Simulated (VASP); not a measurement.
Computed with PW91 GGA, VASP's PBE PAW potentials (set 64) (plane waves; VASP 6.6.1).

VASP ran on this input.

### KPOINTS
```
Automatic mesh
0
Gamma
14 14 14
0 0 0
```

POSCAR:
```
CoGa
1.0
  2.8838934720   0.0000000000   0.0000000000
  0.0000000000   2.8838934720   0.0000000000
  0.0000000000   0.0000000000   2.8838934720
Ga Co
1 1
Cart
  1.4419467360   1.4419467360   1.4419467360
  0.0000000000   0.0000000000   0.0000000000
```

INCAR:
```
ALGO=Normal
EDIFF=1E-7
ENCUT=520
GGA=91
ISIF=2
ISMEAR=-5
LASPH=T
LCHARG=T
LMAXMIX=4
LORBIT=11
LREAL=F
LWAVE=F
NEDOS=601
NELM=100
PREC=Accurate
SYSTEM=CoGa
```

POTCAR, in this order: Ga_d Co (PBE.64 set). Program: vasp_std.

Output

### OSZICAR
```
       N       E                     dE             d eps       ncg     rms          rms(c)
DAV:   1     0.100451768800E+03    0.10045E+03   -0.10916E+04  3776   0.263E+03
DAV:   2    -0.627374491519E+01   -0.10673E+03   -0.10472E+03  3719   0.364E+02
DAV:   3    -0.113449343498E+02   -0.50712E+01   -0.50535E+01  4195   0.836E+01
DAV:   4    -0.114208352433E+02   -0.75901E-01   -0.75866E-01  4927   0.958E+00
DAV:   5    -0.114227589116E+02   -0.19237E-02   -0.19234E-02  4415   0.131E+00    0.936E+00
DAV:   6    -0.124682742005E+02   -0.10455E+01   -0.21689E+01  4073   0.622E+01    0.113E+01
DAV:   7    -0.104986071308E+02    0.19697E+01   -0.90562E+00  3727   0.459E+01    0.172E+00
DAV:   8    -0.104819826941E+02    0.16624E-01   -0.24017E-01  4244   0.545E+00    0.634E-01
DAV:   9    -0.104760453859E+02    0.59373E-02   -0.19051E-02  5018   0.222E+00    0.130E-01
DAV:  10    -0.104757550146E+02    0.29037E-03   -0.59648E-04  4817   0.359E-01    0.641E-02
DAV:  11    -0.104757373485E+02    0.17666E-04   -0.70632E-05  5029   0.150E-01    0.126E-02
DAV:  12    -0.104757382966E+02   -0.94806E-06   -0.39409E-06  5190   0.345E-02    0.262E-03
DAV:  13    -0.104757387381E+02   -0.44147E-06   -0.38008E-07  3903   0.958E-03    0.133E-03
DAV:  14    -0.104757383161E+02    0.42200E-06   -0.10348E-07  2312   0.592E-03    0.410E-04
DAV:  15    -0.104757383074E+02    0.87134E-08   -0.12394E-08  2108   0.116E-03
   1 F= -.10475738E+02 E0= -.10475738E+02  d E =0.000000E+00
```

### OUTCAR
```
------------------------ aborting loop because EDIFF is reached ----------------------------------------
  FORCE on cell =-STRESS in cart. coord.  units (eV):
  Direction    XX          YY          ZZ          XY          YZ          ZX
  --------------------------------------------------------------------------------------
  Total       -0.0007748     -0.0007748     -0.0007748      0.0000000      0.0000000      0.0000000
  in kB       -0.0517531     -0.0517531     -0.0517531      0.0000000      0.0000000      0.0000000
  external PRESSURE =      -0.0517531 kB  Pullay stress =       0.0000000 kB
  volume of cell :       23.98
      direct lattice vectors                 reciprocal lattice vectors
     2.883893472  0.000000000  0.000000000     0.346753446  0.000000000  0.000000000
     0.000000000  2.883893472  0.000000000     0.000000000  0.346753446  0.000000000
     0.000000000  0.000000000  2.883893472     0.000000000  0.000000000  0.346753446
 POSITION                                       TOTAL-FORCE (eV/Angst)
 -----------------------------------------------------------------------------------
      1.44195      1.44195      1.44195         0.000000      0.000000      0.000000
      0.00000      0.00000      0.00000         0.000000      0.000000      0.000000
 -----------------------------------------------------------------------------------
    total drift:                                0.000000      0.000000     -0.000000
  FREE ENERGIE OF THE ION-ELECTRON SYSTEM (eV)
  ---------------------------------------------------
  free  energy   TOTEN  =       -10.4757383074 eV

  energy  without entropy=      -10.4757383074  energy(sigma->0) =      -10.47573831

 total charge

# of ion       s       p       d       tot
------------------------------------------
    1        0.850   0.881  10.051  11.782
    2        0.383   0.447   7.521   8.351
--------------------------------------------------
tot          1.234   1.328  17.571  20.133
```
(Selected blocks of OUTCAR.)

File OUTCAR:
```
 val. band max:        9.7855909950   @ k =   0.5000   0.5000   0.2143

 cond. band min:       9.7108652205   @ k =   0.5000   0.2857   0.0714


 Fermi energy:         9.7190767134

 k-point     1 :       0.0000    0.0000    0.0000
  band No.  band energies     occupation
      1      -5.5583      2.00000
      2      -5.5583      2.00000
      3      -5.2195      2.00000
      4      -5.2195      2.00000
      5      -5.2195      2.00000
      6      -2.3442      2.00000
      7       7.1457      2.00000
      8       7.1457      2.00000
      9       8.9235      2.00000
     10       8.9235      2.00000
     11       8.9235      2.00000
     12      14.8406      0.00000
     13      14.8406      0.00000
     14      14.8406      0.00000
     15      20.7384      0.00000

 k-point     2 :       0.0714    0.0000    0.0000
  band No.  band energies     occupation
      1      -5.5557      2.00000
      2      -5.5449      2.00000
      3      -5.2243      2.00000
      4      -5.2243      2.00000
      5      -5.2184      2.00000
      6      -2.2483      2.00000
      7       7.1292      2.00000
      8       7.1564      2.00000
      9       8.8591      2.00000
     10       8.8591      2.00000
     11       8.9239      2.00000
     12      14.0974      0.00000
     13      15.0104      0.00000
     14      15.0104      0.00000
     15      20.7567      0.00000

 k-point     3 :       0.1429    0.0000    0.0000
  band No.  band energies     occupation
      1      -5.5484      2.00000
      2      -5.5082      2.00000
      3      -5.2378      2.00000
      4      -5.2378      2.00000
      5      -5.2153      2.00000
      6      -1.9603      2.00000
      7       7.0406      2.00000
      8       7.1867      2.00000
      9       8.6904      2.00000
     10       8.6904      2.00000
     11       8.9249      2.00000
     12      12.6262      0.00000
     13      15.4955      0.00000
     14      15.4955      0.00000
     15      20.8115      0.00000
...
```

For a metal the tetrahedron method with Blöchl corrections gives inexact stress and forces.

The compound is CoGa in the CsCl type structure. It was relaxed first. The run is not spin-polarised, so no magnetic state was tried.
